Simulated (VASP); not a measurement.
# Nb2SnSe: relaxation of cell and atoms with PBE

The system is Nb2SnSe.

```xyz
8
Lattice="3.2417 0.0000 0.0000 -1.6209 2.8074 0.0000 0.0000 0.0000 16.8040" Properties=species:S:1:pos:R:3 pbc="T T T"
Nb    0.0000    1.8716    6.0500
Nb    0.0000    1.8716    2.3520
Nb    1.6209    0.9358   14.4520
Nb    1.6209    0.9358   10.7540
Sn    0.0000    0.0000    8.4020
Sn    0.0000    0.0000    0.0000
Se    1.6209    0.9358    4.2010
Se    0.0000    1.8716   12.6030
```

The cell was built by a generator and needn't be a form met in nature.

```json
{
  "Program": "VASP 6.6.1",
  "Task": "relaxation of cell and atoms",
  "Functional": "PBE",
  "Potentials or basis": "VASP PAW PBE potentials, release 64 (Nb_sv, Sn_d, Se)",
  "Cutoff": "520 eV",
  "k mesh": "10 × 10 × 2",
  "Occupations": "gaussian, width 0.1 eV",
  "Spin": "no spin polarisation",
  "Further INCAR settings": "ALGO = Normal; EDIFF = 1e-06; IBRION = 2; EDIFFG = -0.01; NSW = 90; ISIF = 3"
}
```

```
Relaxed volume                         : 19.09 Å³/atom
Relaxed cell                           : a = 3.228 Å, b = 3.228 Å, c = 16.915 Å, α = 90.00°, β = 90.00°, γ = 120.00°
Space group after relaxing (to 0.05 Å) : P6_3/mmc (No. 194)
Energy gained by relaxing              : 0.6 meV/atom
Ionic steps                            : 5
Pressure after relaxing                : 0.0 GPa
Largest force after relaxing           : 0.008 eV/Å
Band gap on the k mesh                 : none (metal or under the smearing width)
```

Forces on the atoms (eV/Å):
```
Nb   0.000  0.000 -0.008
Nb   0.000  0.000  0.008
Nb   0.000  0.000 -0.008
Nb   0.000  0.000  0.008
Sn   0.000  0.000  0.000
Sn   0.000  0.000  0.000
Se   0.000  0.000  0.000
Se   0.000  0.000  0.000
```

Step by step:
```csv
step,energy change (eV),largest force (eV/Å),pressure (GPa),volume (Å³)
1,0.0000,0.0161,-0.01,152.93
2,-0.0045,0.0097,-0.14,152.91
3,-0.0048,0.0169,-0.18,152.90
4,-0.0046,0.0054,0.28,152.40
5,-0.0049,0.0084,0.02,152.69
```

Final structure:
```
Nb Sn Se
1.0
     3.22849    0.00000    0.00000
    -1.61425    2.79596    0.00000
     0.00000    0.00000   16.91540
Nb Sn Se
4 2 2
Direct
  0.33333 0.66667 0.36007
  0.33333 0.66667 0.13993
  0.66667 0.33333 0.86007
  0.66667 0.33333 0.63993
  0.00000 0.00000 0.50000
  0.00000 0.00000 0.00000
  0.66667 0.33333 0.25000
  0.33333 0.66667 0.75000
```

Levels at points of the mesh, in eV from the Fermi level:
```tsv
k point	band 42	band 43	band 44	band 45	band 46	band 47	band 48	band 49	band 50	band 51
(0.00, 0.00, 0.00)	-0.83	-0.43	-0.43	-0.34	-0.34	0.37	0.37	0.38	0.38	1.29
(0.50, 0.00, 0.00)	-2.11	-2.06	-1.83	0.03	0.26	0.57	0.65	1.69	1.99	2.06
(0.00, 0.00, 0.50)	-0.88	-0.38	-0.38	-0.38	-0.38	0.37	0.37	0.37	0.37	1.31
(0.50, 0.00, 0.50)	-2.27	-1.95	-1.95	0.24	0.24	0.42	0.42	2.27	2.27	2.34
```

It took 2.7 min on 4 MPI ranks on Intel(R) Xeon(R) Platinum 8488C (Sapphire Rapids), on a shared host, peak memory 0.39 GiB a rank.
